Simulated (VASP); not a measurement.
VASP runs on SnS2 (space group R-3m) share one base input (PBE GGA, plane waves, VASP's PBE PAW potentials (set 64)) and change the settings named in each case.

**KPOINTS**
```
Automatic mesh
0
Gamma
7 7 7
0 0 0
```

**POSCAR**
```
SnS2
1
    1.8605500000     1.0741890000     5.6406690000
   -1.8605500000     1.0741890000     5.6406690000
    0.0000000000    -2.1483780000     5.6406690000
Sn S
1 2
Direct
  0.0000000000   0.0000000000   0.0000000000
  0.2520000000   0.2520000000   0.2520000000
  0.7480000000   0.7480000000   0.7480000000
```

**INCAR**
```
LMAXMIX = 4   ! l cut-off of mixed one-centre charges
ALGO = Normal
ISMEAR = -1   ! Fermi-Dirac
ENCUT = 300
SYSTEM = SnS2
GGA = PE
ISIF = 2   ! forces and stress, cell fixed
NELM = 100
LASPH = .TRUE.   ! aspherical one-centre terms
PREC = Accurate
LWAVE = .FALSE.
LREAL = .FALSE.
EDIFF = 1E-6
SIGMA = 0.136   ! width (eV)
LCHARG = .FALSE.
```

POTCAR, in this order: Sn_d S (PBE.64 set). Program: vasp_std.

| change | E(σ→0) (eV/atom) | pressure (GPa) | −TS (eV) |
|---|---|---|---|
| base run | -4.3502 | 4.63 | -0.0040 |
| GGA removed, POTCAR Sn_d S (LDA.64 set) | -4.9932 | ? | ? |
| GGA_COMPAT = .FALSE., LNONCOLLINEAR = .TRUE., LSORBIT = .TRUE., MAGMOM = 0.0 0.0 0.0 0.0 0.0 0.0 0.0 0.0 0.0, program vasp_ncl | -4.3651 | ? | -0.0040 |
| KPOINTS 5×5×5 Γ-centred mesh | -4.3463 | 4.68 | -0.0043 |

Question: Complete the blanks.

Answer: 
- GGA removed, POTCAR Sn_d S (LDA.64 set), pressure (GPa): -0.22
- GGA removed, POTCAR Sn_d S (LDA.64 set), −TS (eV): -0.0066
- GGA_COMPAT = .FALSE., LNONCOLLINEAR = .TRUE., LSORBIT = .TRUE., MAGMOM = 0.0 0.0 0.0 0.0 0.0 0.0 0.0 0.0 0.0, program vasp_ncl, pressure (GPa): 4.62

Energies of different potentials or functionals have different zeros.  Unless said otherwise, spin-orbit coupling is left out, though it shifts the bands of the heavy elements here. At 300 eV the pressure can carry a Pulay error.

Left out are runs that ran out of time, are held back, or changed the cell or the kind of run, fixed moments of cells without a moment, rows past the twelfth, gaps on odd meshes, pressures of charged cells and columns that move by less than the noise.

The structure was generated: SnS2 was put into an ordered model structure, which need not be its known phase. The cell was not relaxed at this level.
